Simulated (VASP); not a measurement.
# W (Tungsten): how cutoff and mesh change the relaxed cell, part 2 of 2

How far does the relaxed cell of W (Tungsten) depend on cutoff and k mesh? The starting structure is a measured crystal structure from the Crystallography Open Database. The first relaxation on each setting starts from this cell expanded by 3 % in volume.

VASP 6.6.1.

Results so far: reference 15.54 Å³ an atom; a cutoff of 220 eV 15.45 Å³ an atom; an 11×11×11 mesh 15.54 Å³ an atom.

## 5. Relaxation with a cutoff of 600 eV (continued)

Level of this step: PBEsol; plane waves and PAW (W) (VASP).

Parts of OUTCAR (step 5):

```text
  Total       -0.0011519     -0.0011519     -0.0011519      0.0000000      0.0000000      0.0000000
  in kB       -0.1187569     -0.1187569     -0.1187569      0.0000000      0.0000000      0.0000000
  external PRESSURE =      -0.1187569 kB  Pullay stress =       0.0000000 kB

 POSITION                                       TOTAL-FORCE (eV/Angst)
 -----------------------------------------------------------------------------------
      0.00000      0.00000      0.00000        -0.000000      0.000000     -0.000000
 -----------------------------------------------------------------------------------
    total drift:                               -0.000000     -0.000000     -0.000000

  FREE ENERGIE OF THE ION-ELECTRON SYSTEM (eV)
  ---------------------------------------------------
  free  energy   TOTEN  =       -13.8913678208 eV

  energy  without entropy=      -13.8921406981  energy(sigma->0) =      -13.89162545

[... 2 parts as in an earlier step ...]

[... 2 further parts left out ...]
[key lines of the parts left out:]
E-fermi :   7.9351
```

With a cutoff of 600 eV the cell ends at 15.540 Å³ an atom, +0.02 % from the reference; the bulk modulus is 337.5 GPa against 337.6 GPa.

## 6. Relaxation with a 28×28×28 mesh

Against step 2 the input has a 28×28×28 mesh. This run starts from the cell of an earlier relaxation, which isn't shown; the restart sets up the plane waves anew.

INCAR reads:

```
SYSTEM = W
PREC = Accurate
ENCUT = 450
EDIFF = 1E-06
NELM = 100
ISMEAR = 1
SIGMA = 0.15
LREAL = .FALSE.
ALGO = Normal
GGA = PS
NBANDS = 9
LASPH = .TRUE.
LORBIT = 11
LWAVE = .FALSE.
LCHARG = .FALSE.
KPAR = 8
IBRION = 2
NSW = 50
ISIF = 3
EDIFFG = -0.006
```

POSCAR reads:

```
W
1.0
   -1.5717596289      1.5717596289      1.5717596289
    1.5717596289     -1.5717596289      1.5717596289
    1.5717596289      1.5717596289     -1.5717596289
W
1
Direct
    0.0000000000      0.0000000000      0.0000000000
```

KPOINTS reads:

```
Automatic mesh
0
Gamma
28 28 28
0 0 0
```

Potentials, in the order of the species: W (PBE family, release 64).

Launch:

```sh
$ mpirun -np 8 vasp_std
```

The program printed:

```text
[... set-up lines as in an earlier step ...]
 entering main loop
       N       E                     dE             d eps       ncg     rms          rms(c)
DAV:   1     0.540312245733E+01    0.54031E+01   -0.27520E+03 11296   0.508E+02
DAV:   2    -0.142354663420E+02   -0.19639E+02   -0.18957E+02 13151   0.126E+02
DAV:   3    -0.145969991358E+02   -0.36153E+00   -0.35873E+00 13099   0.135E+01
DAV:   4    -0.145979771607E+02   -0.97802E-03   -0.97791E-03 12971   0.769E-01
[...]
DAV:   9    -0.138867187363E+02    0.38475E-03   -0.28076E-04 13413   0.742E-02    0.348E-02
DAV:  10    -0.138867183730E+02    0.36328E-06   -0.23518E-05 13272   0.334E-02    0.200E-02
DAV:  11    -0.138867178809E+02    0.49217E-06   -0.40663E-07  6940   0.759E-03
   1 F= -.13886718E+02 E0= -.13886875E+02  d E =-.138867E+02
[...]
N       E                     dE             d eps       ncg     rms          rms(c)
DAV:   1    -0.138867155574E+02    0.28157E-05   -0.26947E-04 11356   0.118E-01    0.543E-02
DAV:   2    -0.138867114881E+02    0.40693E-05   -0.36681E-06 12864   0.142E-02    0.243E-02
DAV:   3    -0.138867098306E+02    0.16575E-05   -0.28379E-06  9561   0.107E-02    0.862E-04
DAV:   4    -0.138867098004E+02    0.30173E-07   -0.93708E-08  5749   0.248E-03
   2 F= -.13886710E+02 E0= -.13886864E+02  d E =0.808049E-05
 trial-energy change:    0.000008  1 .order    0.000007   -0.000006    0.000020
 step:   0.2150(harm=  0.2150)  dis= 0.00000  next Energy=   -13.886718 (dE=-0.593E-06)
[...]
N       E                     dE             d eps       ncg     rms          rms(c)
DAV:   1    -0.138867207037E+02   -0.10873E-04   -0.16627E-04 11355   0.930E-02    0.401E-02
DAV:   2    -0.138867186316E+02    0.20721E-05   -0.22004E-06 11861   0.110E-02    0.173E-02
DAV:   3    -0.138867182886E+02    0.34296E-06   -0.16428E-06  6031   0.824E-03
   3 F= -.13886718E+02 E0= -.13886874E+02  d E =-.407730E-06
[...]
reached required accuracy - stopping structural energy minimisation
```

Elapsed: 10 s, on 8 MPI ranks of Intel Xeon 6975P-C (Granite Rapids), shared host; peak memory 1.5 GiB; 64 s of CPU time.

From OUTCAR (step 6):

```text
  Total       -0.0006445     -0.0006445     -0.0006445      0.0000000     -0.0000000      0.0000000
  in kB       -0.0664755     -0.0664755     -0.0664755      0.0000000     -0.0000000      0.0000000
  external PRESSURE =      -0.0664755 kB  Pullay stress =       0.0000000 kB

 POSITION                                       TOTAL-FORCE (eV/Angst)
 -----------------------------------------------------------------------------------
     -0.00000      0.00000      0.00000        -0.000000     -0.000000     -0.000000
 -----------------------------------------------------------------------------------
    total drift:                                0.000000      0.000000      0.000000

  FREE ENERGIE OF THE ION-ELECTRON SYSTEM (eV)
  ---------------------------------------------------
  free  energy   TOTEN  =       -13.8867182886 eV

  energy  without entropy=      -13.8871865494  energy(sigma->0) =      -13.88687438

[... 1 part as in an earlier step ...]

[... 3 further parts left out ...]
[key lines of the parts left out:]
E-fermi :   7.9393
```

With a 28×28×28 mesh the cell ends at 15.535 Å³ an atom, -0.01 % from the reference; the bulk modulus is 336.0 GPa against 337.6 GPa.

## 7. All runs side by side

```
               run  volume (Å³/atom)  change (%)  bulk modulus (GPa)  pressure left (GPa)  core minutes
         reference            15.537           -               337.6                 0.03           2.0
a cutoff of 220 eV             15.45       -0.56               340.4                  0.0          1.25
  an 11×11×11 mesh            15.545        0.05               329.3                 0.01          1.31
a cutoff of 600 eV             15.54        0.02               337.5                -0.01          2.85
   a 28×28×28 mesh            15.535       -0.01               336.0                -0.01          3.89
```

Core minutes are wall time times ranks, summed over the relaxations behind a row (those for a bulk modulus apart), on shared hosts.

## 8. Summary of results

```yaml
volume_of_the_reference: 15.54 Å³/atom
volume_against_the_reference_a_cutoff_of_220_ev: -0.56 %
volume_against_the_reference_an_11x11x11_mesh: +0.05 %
volume_against_the_reference_a_cutoff_of_600_ev: +0.02 %
volume_against_the_reference_a_28x28x28_mesh: -0.01 %
```

What this shows: The volume moves most with a cutoff of 220 eV: -0.56 % against the reference (450 eV, 20×20×20 mesh). On finer settings it changes by +0.02 % with a cutoff of 600 eV and -0.01 % with a 28×28×28 mesh. The relaxations stop with up to 0.03 GPa left, which at the bulk modulus found here is 0.01 % of the volume. A cell that shrinks at the lower cutoff is the usual mark of Pulay stress, the error that a plane-wave basis makes when it is kept while the volume changes. The bulk modulus is more sensitive: it changes by -2.5 % with an 11×11×11 mesh. Further runs on this material are not shown.

[Lines on the potential files, build, host, timing and source positions are cut from VASP's logs without a mark.]

[Logs are printed without paths, hosts, clocks, repeated set-up lines and the standing remarks that a program may print on its own settings, such as how far it seeks lower states.]

[Hosts, paths, dates, database ids (printed as entryN), source tags and the programs' standing remarks are cut or masked in the printed files.]
